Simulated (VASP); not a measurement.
Data:

```
MnO2
1.0
    4.38775     0.00000     0.00000
    0.00000     4.38775     0.00000
    0.00000     0.00000     2.84713
Mn O
2 4
Cartesian
  0.00000   0.00000   0.00000
  2.19387   2.19387   1.42356
  1.33487   1.33487   0.00000
  3.52874   0.85900   1.42356
  0.85900   3.52874   1.42356
  3.05288   3.05288   0.00000
```
Starting moments (μB, in the order of the record's atoms Mn Mn O O O O): 2.6 -2.6 -0.1 0.1 0.1 -0.1.

These are SCAN meta-GGA, VASP's PBE PAW potentials (set 64) (plane waves; VASP) values and carry that method's errors. Numerical set-up: 520 eV cut-off, 6×6×9 Γ-centred mesh, tetrahedra with Blöchl corrections, potentials Mn_pv O.

**Question.** Give the spin-up energies of bands 16 to 29 at the high-symmetry points, in eV from the valence-band maximum.

**Answer.** 
```csv
band,Γ,Y,C0,Z,A0,T,S,R
16,-3.83,-3.91,-3.91,-4.75,-4.80,-4.80,-4.53,-4.86
17,-3.74,-3.75,-3.75,-4.45,-4.35,-4.35,-4.35,-4.13
18,-3.21,-3.04,-3.04,-4.38,-3.95,-3.95,-4.05,-3.73
19,-3.07,-2.96,-2.96,-3.98,-3.87,-3.87,-3.90,-3.73
20,-2.92,-2.72,-2.72,-3.15,-2.83,-2.83,-2.57,-3.67
21,-2.12,-2.27,-2.27,-2.88,-2.36,-2.36,-2.42,-2.88
22,-1.34,-2.24,-2.24,-2.80,-1.92,-1.92,-1.47,-1.86
23,-0.84,-1.79,-1.79,-2.21,-1.20,-1.20,-1.27,-1.64
24,-0.74,-1.77,-1.77,-1.06,-0.71,-0.71,-1.15,-1.37
25,-0.14,0.00,0.00,-0.28,-0.66,-0.66,-0.82,-1.29
26,0.62,0.53,0.53,2.05,1.79,1.79,1.63,1.54
27,1.19,1.19,1.19,2.12,2.13,2.13,2.00,1.84
28,1.85,3.00,3.00,2.38,2.35,2.35,2.64,2.09
29,2.75,3.01,3.01,2.75,2.77,2.77,3.22,2.28
```

**Question.** Give the spin-down energies of bands 16 to 29 at the high-symmetry points, in eV from the valence-band maximum.

**Answer.** 
```
band      Γ      Y     C0      Z     A0      T      S      R
----  -----  -----  -----  -----  -----  -----  -----  -----
16    -3.83  -3.91  -3.91  -4.75  -4.80  -4.80  -4.53  -4.86
17    -3.74  -3.75  -3.75  -4.45  -4.35  -4.35  -4.35  -4.13
18    -3.21  -3.04  -3.04  -4.38  -3.95  -3.95  -4.05  -3.73
19    -3.07  -2.96  -2.96  -3.98  -3.87  -3.87  -3.90  -3.73
20    -2.92  -2.72  -2.72  -3.15  -2.83  -2.83  -2.57  -3.67
21    -2.12  -2.27  -2.27  -2.88  -2.36  -2.36  -2.42  -2.88
22    -1.34  -2.24  -2.24  -2.80  -1.92  -1.92  -1.47  -1.86
23    -0.84  -1.79  -1.79  -2.21  -1.20  -1.20  -1.27  -1.64
24    -0.74  -1.77  -1.77  -1.06  -0.71  -0.71  -1.15  -1.37
25    -0.14   0.00   0.00  -0.28  -0.66  -0.66  -0.82  -1.29
26     0.62   0.53   0.53   2.05   1.79   1.79   1.63   1.54
27     1.19   1.19   1.19   2.12   2.13   2.13   2.00   1.84
28     1.85   3.00   3.00   2.38   2.35   2.35   2.64   2.09
29     2.75   3.01   3.01   2.75   2.77   2.77   3.22   2.28
```

The gap is direct, 0.53 eV, from the valence maximum at Y to the conduction minimum at Y.

The compound is MnO2 in the rutile structure. It was relaxed first.
